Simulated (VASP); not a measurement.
# Zn (Zinc): cell size against the level of theory, part 3 of 3

How close do the usual functionals, with and without dispersion, come to the cell of Zn (Zinc)? LASPH is on for some levels and off for others; the table marks which. The start is a cell from a database of measured crystal structures.

VASP 6.6.1, plane waves and PAW; the level of theory is named at each step.

Still holding for the runs below: The k-mesh is coarse for a metal.

So far. Step 5 (Relaxation with r2SCAN): It ends at 14.47 Å³/atom, -5.6 % from the start, with 0.04 GPa left. The conventional cell has a = 2.617 and c = 4.879 Å. Step 6 (Relaxation with PBE + D3(BJ)): It ends at 14.36 Å³/atom, -6.3 % from the start, with -0.03 GPa left. The conventional cell has a = 2.616 and c = 4.846 Å. Against plain PBE, the dispersion term moves a by -1.6 % and c by -2.6 %.

The database entry behind the starting cell differs from later determinations by our own check (about 0.3 % long), so it need not match the best structure at ambient conditions.

### Step 7. Relaxation with r2SCAN + rVV10

This step: r2SCAN with rVV10; plane waves and PAW (Zn) (VASP 6.6.1).

LUSE_VDW switches on a nonlocal correlation term for dispersion.

Contents of INCAR:

```
SYSTEM = Zn
PREC = Accurate
ENCUT = 520
EDIFF = 1E-06
NELM = 100
ISMEAR = -1
SIGMA = 0.05
LREAL = .FALSE.
ALGO = Normal
METAGGA = R2SCAN
LUSE_VDW = .TRUE.
IVDW_NL = 2
BPARAM = 11.95
CPARAM = 0.0093
LASPH = .TRUE.
NBANDS = 18
LORBIT = 11
LWAVE = .FALSE.
LCHARG = .FALSE.
KPAR = 2
IBRION = 2
NSW = 60
ISIF = 3
EDIFFG = -0.01
```

Contents of POSCAR:

```
Zn
1.0
    2.6700000000      0.0000000000      0.0000000000
   -1.3350000000      2.3122878281      0.0000000000
    0.0000000000      0.0000000000      4.9660000000
Zn
2
Direct
    0.3333333333      0.6666666667      0.2500000000
    0.6666666667      0.3333333333      0.7500000000
```

Contents of KPOINTS:

```
Automatic mesh
0
Gamma
10 10 5
0 0 0
```

Potentials, in the order of the species: Zn (PBE family, release 64).

The run is started by

```
mpirun -np 2 vasp_std
```

What it wrote:

```text
[banner, memory and clock lines left out]
running    2 mpi-ranks, on    1 nodes
[...]
|                                                                             |
|               ----> ADVICE to this user running VASP <----                  |
|                                                                             |
|     You have switched on vdW-DFT.                                           |
|     This routine was written and supplied by Jiri Klimes. We recommend      |
|     that you carefully read and cite the following publications:            |
|       J. Klimes, D.R. Bowler, A. Michelides                                 |
|          J. Phys.: Cond Matt. 22 022201 (2010)                              |
|       J. Klimes, D.R. Bowler, A. Michelides                                 |
|          Phys. Rev. B. 83, 195131 (2011)                                    |
|     and references therein.                                                 |
|                                                                             |

[...]
DAV:  14    -0.171002980714E+02   -0.16326E-05   -0.53933E-07  1006   0.139E-02    0.286E-04
Total rVV10 correction in eV:      0.6879884    25.3183584
Total rVV10 correction in eV:      0.6879884    25.3183584
DAV:  15    -0.171002969962E+02    0.10752E-05   -0.11736E-07   792   0.290E-03    0.432E-04
Total rVV10 correction in eV:      0.6879884    25.3183584
Total rVV10 correction in eV:      0.6879884    25.3183584
DAV:  16    -0.171002971609E+02   -0.16471E-06   -0.25701E-08   790   0.295E-03
Total rVV10 correction in eV:      0.6879875    25.3183584
Total rVV10 correction in eV:      0.6879875    25.3183584
Total rVV10 correction in eV:      0.6879881    25.3183584
Total rVV10 correction in eV:      0.6879881    25.3183584
   1 F= -.17100297E+02 E0= -.17099031E+02  d E =-.171003E+02
[... from here on, the cycles between the ionic steps are left out ...]
   2 F= -.17140046E+02 E0= -.17138659E+02  d E =-.397492E-01
   3 F= -.17141490E+02 E0= -.17140118E+02  d E =-.411930E-01
   4 F= -.17141463E+02 E0= -.17140092E+02  d E =-.411654E-01
   5 F= -.17142582E+02 E0= -.17141191E+02  d E =-.111994E-02
   6 F= -.17142915E+02 E0= -.17141463E+02  d E =-.145205E-02
   7 F= -.17142960E+02 E0= -.17141465E+02  d E =-.149720E-02
[...]
reached required accuracy - stopping structural energy minimisation
```

It took 5.9 min on 2 MPI ranks of AMD EPYC 7R43, shared host; peak memory 0.43 GiB.

OUTCAR, selected parts (step 7):

```text
  Total        0.0121581      0.0121581      0.0048230      0.0000000     -0.0000000      0.0000000
  in kB        0.6830200      0.6830200      0.2709485      0.0000000     -0.0000000      0.0000000
  external PRESSURE =       0.5456628 kB  Pullay stress =       0.0000000 kB

 POSITION                                       TOTAL-FORCE (eV/Angst)
 -----------------------------------------------------------------------------------
     -0.00000      1.50581      1.21029         0.000000      0.000000      0.000000
      1.30407      0.75291      3.63087        -0.000000     -0.000000     -0.000000
 -----------------------------------------------------------------------------------
    total drift:                               -0.000000      0.000000      0.000000

  FREE ENERGIE OF THE ION-ELECTRON SYSTEM (eV)
  ---------------------------------------------------
  free  energy   TOTEN  =       -17.1429597409 eV

  energy  without entropy=      -17.1399702704  energy(sigma->0) =      -17.14146501

[... 2 parts as in an earlier step ...]

[... 2 further parts left out ...]
[key lines of the parts left out:]
E-fermi :   3.3093
```

It ends at 14.26 Å³/atom, -7.0 % from the start, with 0.05 GPa left. The conventional cell has a = 2.608 and c = 4.841 Å. Against plain r2SCAN, the dispersion term moves a by -0.3 % and c by -0.8 %.

### Step 8. Relaxation with PBE + D4

This step: PBE with D4; plane waves and PAW (Zn) (VASP 6.6.1).

D4 lets the coefficients depend on atomic charges too.

Edit INCAR of step 7 so:

```diff
@@ -9,8 +9,4 @@
 ALGO = Normal
-METAGGA = R2SCAN
-LUSE_VDW = .TRUE.
-IVDW_NL = 2
-BPARAM = 11.95
-CPARAM = 0.0093
-LASPH = .TRUE.
+GGA = PE
+IVDW = 13
 NBANDS = 18
```

POSCAR is that of step 7.

KPOINTS is that of step 7.

The run is started by

```
mpirun -np 2 vasp_std
```

What it wrote:

```text
[... set-up lines as in an earlier step ...]
 entering main loop
       N       E                     dE             d eps       ncg     rms          rms(c)
[... 11 cycles as in an earlier step ...]
   1 F= -.28663305E+01 E0= -.28651473E+01  d E =-.286633E+01
[...]
2 F= -.28835143E+01 E0= -.28822706E+01  d E =-.171839E-01
[...]
3 F= -.28836925E+01 E0= -.28824532E+01  d E =-.173620E-01
[...]
4 F= -.28836892E+01 E0= -.28824490E+01  d E =-.173587E-01
[...]
5 F= -.28840621E+01 E0= -.28828488E+01  d E =-.372928E-03
[...]
6 F= -.28841709E+01 E0= -.28829627E+01  d E =-.481709E-03
[...]
reached required accuracy - stopping structural energy minimisation
```

It took 33 s on 2 MPI ranks; peak memory 0.23 GiB.

Parts of OUTCAR (step 8):

```text
  Edisp (eV):   -0.66700

  Total       0.00391     0.00391     0.00985     0.00000    -0.00000     0.00000
  in kB       0.21502     0.21502     0.54165     0.00000    -0.00000     0.00000
  external pressure =        0.32 kB  Pullay stress =        0.00 kB

 POSITION                                       TOTAL-FORCE (eV/Angst)
 -----------------------------------------------------------------------------------
     -0.00000      1.51682      1.21914        -0.000000      0.000000      0.000000
      1.31360      0.75841      3.65743         0.000000     -0.000000     -0.000000
 -----------------------------------------------------------------------------------
    total drift:                               -0.000000      0.000000      0.000000

  FREE ENERGIE OF THE ION-ELECTRON SYSTEM (eV)
  ---------------------------------------------------
  free  energy   TOTEN  =        -2.8841709104 eV

  energy  without entropy=       -2.8817544738  energy(sigma->0) =       -2.88296269

[... 2 parts as in an earlier step ...]

[... 2 further parts left out ...]
[key lines of the parts left out:]
E-fermi :   3.2952
```

It ends at 14.57 Å³/atom, -4.9 % from the start, with 0.03 GPa left. The conventional cell has a = 2.627 and c = 4.877 Å. Against plain PBE, the dispersion term moves a by -1.2 % and c by -2.0 %.

### Step 9. Relaxation with SCAN

This step: SCAN; plane waves and PAW (Zn) (VASP 6.6.1).

SCAN adds the kinetic-energy density; it is numerically more delicate than r2SCAN.

Edit INCAR of step 8 so:

```diff
@@ -9,4 +9,4 @@
 ALGO = Normal
-GGA = PE
-IVDW = 13
+METAGGA = SCAN
+LASPH = .TRUE.
 NBANDS = 18
```

POSCAR is that of step 8.

KPOINTS is that of step 8.

The run is started by

```
mpirun -np 2 vasp_std
```

What it wrote:

```text
[... set-up lines as in an earlier step ...]
 entering main loop
       N       E                     dE             d eps       ncg     rms          rms(c)
DAV:   1     0.834740058288E+02    0.83474E+02   -0.12953E+04  1568   0.219E+03
DAV:   2    -0.249829988262E+02   -0.10846E+03   -0.10569E+03  1512   0.305E+02
DAV:   3    -0.297220662290E+02   -0.47391E+01   -0.47253E+01  1728   0.731E+01
DAV:   4    -0.297490008572E+02   -0.26935E-01   -0.26929E-01  1694   0.565E+00
[...]
DAV:  15    -0.269297537947E+02    0.19634E-05   -0.10032E-06  1244   0.103E-02    0.716E-04
DAV:  16    -0.269297520549E+02    0.17398E-05   -0.15169E-07   798   0.481E-03    0.182E-04
DAV:  17    -0.269297519573E+02    0.97589E-07   -0.75198E-09   798   0.783E-04
   1 F= -.26929752E+02 E0= -.26928338E+02  d E =-.269298E+02
[... from here on, the cycles between the ionic steps are left out ...]
   2 F= -.26987427E+02 E0= -.26985885E+02  d E =-.576749E-01
   3 F= -.26989776E+02 E0= -.26988253E+02  d E =-.600241E-01
   4 F= -.26989857E+02 E0= -.26988331E+02  d E =-.601047E-01
   5 F= -.26990208E+02 E0= -.26988669E+02  d E =-.351206E-03
   6 F= -.26990301E+02 E0= -.26988762E+02  d E =-.444596E-03
   7 F= -.26990392E+02 E0= -.26988860E+02  d E =-.535195E-03
   8 F= -.26990397E+02 E0= -.26988865E+02  d E =-.539847E-03
[...]
reached required accuracy - stopping structural energy minimisation
```

Run time: 4.2 min. Hardware: 2 MPI ranks; peak memory 0.25 GiB; 8.4 min of CPU time.

Parts of OUTCAR (step 9):

```text
  Total        0.0149746      0.0149746      0.0007559      0.0000000     -0.0000000      0.0000000
  in kB        0.8514305      0.8514305      0.0429779      0.0000000     -0.0000000      0.0000000
  external PRESSURE =       0.5819463 kB  Pullay stress =       0.0000000 kB

 POSITION                                       TOTAL-FORCE (eV/Angst)
 -----------------------------------------------------------------------------------
     -0.00000      1.49404      1.21473         0.000000     -0.000000     -0.000000
      1.29388      0.74702      3.64419        -0.000000      0.000000      0.000000
 -----------------------------------------------------------------------------------
    total drift:                               -0.000000      0.000000      0.000000

  FREE ENERGIE OF THE ION-ELECTRON SYSTEM (eV)
  ---------------------------------------------------
  free  energy   TOTEN  =       -26.9903965071 eV

  energy  without entropy=      -26.9873339997  energy(sigma->0) =      -26.98886525

[... 2 parts as in an earlier step ...]

[... 2 further parts left out ...]
[key lines of the parts left out:]
E-fermi :   3.1233
```

It ends at 14.09 Å³/atom, -8.1 % from the start, with 0.06 GPa left. The conventional cell has a = 2.588 and c = 4.859 Å.

### Step 10. The cells as a table

This step: relaxed cells at several levels; plane waves and PAW (VASP 6.6.1).

This step runs nothing: it gathers the runs above.

Lengths are those of the conventional cell; cost is the wall time of each run, as given at its step, times its ranks, without the set-up around it; LASPH differs between rows, which moves results and costs too. Results by level, by row:

```tsv
level	volume (Å³/atom)	change from the start (%)	a (Å)	c (Å)	cost (core minutes)	LASPH
LDA	13.69	-10.7	2.571	4.785	1.8	off
PBEsol	14.27	-6.9	2.608	4.846	1.93	off
PBE	15.24	-0.6	2.659	4.978	1.07	off
r2SCAN	14.47	-5.6	2.617	4.879	9.87	on
PBE + D3(BJ)	14.36	-6.3	2.616	4.846	1.8	off
r2SCAN + rVV10	14.26	-7	2.608	4.841	11.9	on
PBE + D4	14.57	-4.9	2.627	4.877	1.1	off
SCAN	14.09	-8.1	2.588	4.859	8.4	on
```

### Step 11. Summary of results

```json
{
 "volume, LDA": "13.69 Å³/atom",
 "volume, PBEsol": "14.27 Å³/atom",
 "volume, PBE": "15.24 Å³/atom",
 "volume, r2SCAN": "14.47 Å³/atom",
 "volume, PBE + D3(BJ)": "14.36 Å³/atom",
 "volume, r2SCAN + rVV10": "14.26 Å³/atom",
 "volume, PBE + D4": "14.57 Å³/atom",
 "volume, SCAN": "14.09 Å³/atom"
}
```

What this shows: For Zn (Zinc) the levels give volumes between 13.69 Å³/atom (LDA) and 15.24 Å³/atom (PBE), a spread of 11.3 %, while the cost of the finished runs spans a factor of 11. Against the volume of the start, a cell from experiment, PBE comes nearest (-0.6 %) and LDA lies farthest (-10.7 %); thermal expansion is in that cell alone. Within 2 % of it: PBE. The costs hold the number of ionic steps as well as the price of the functional. Against the listed lengths the levels give a from -3.7 % to -0.4 % and c from -3.7 % to +0.2 %. Adding D3(BJ) to PBE changes the volume by -5.8 % (a by -1.6 % and c by -2.6 %). Adding rVV10 to r2SCAN changes the volume by -1.4 % (a by -0.3 % and c by -0.8 %). Adding D4 to PBE changes the volume by -4.4 % (a by -1.2 % and c by -2.0 %). Pairwise corrections of the D and TS kind ignore the screening in a metal, so they may overbind here. Within 0.02 Å all end in space group P6_3/mmc; the runs can't lower the symmetry of the start. The k-sampling is coarse for a metal, so the Fermi level, pressures and the shape of the cell carry errors. LASPH is on for some levels and off for others, so differences between them are not the functional's alone. Each is a single relaxation on the plane waves of the start cell, so larger changes of volume carry a basis-set error that was not tested here. Zero-point and thermal expansion are not included.

[Lines on the potential files, build, host, timing and source positions are cut from VASP's logs without a mark.]

[Logs are printed without paths, hosts, clocks, repeated set-up lines and the standing remarks that a program may print on its own settings, such as how far it seeks lower states.]

[Hosts, paths, dates, database ids (printed as entryN), source tags and the programs' standing remarks are cut or masked in the printed files.]

[A measured line is paired with the nearest computed mode of its activity, which favours agreement.]

[In band tables of VASP the shares of atoms and orbitals are scaled to a sum of 1 inside the atoms' spheres.]
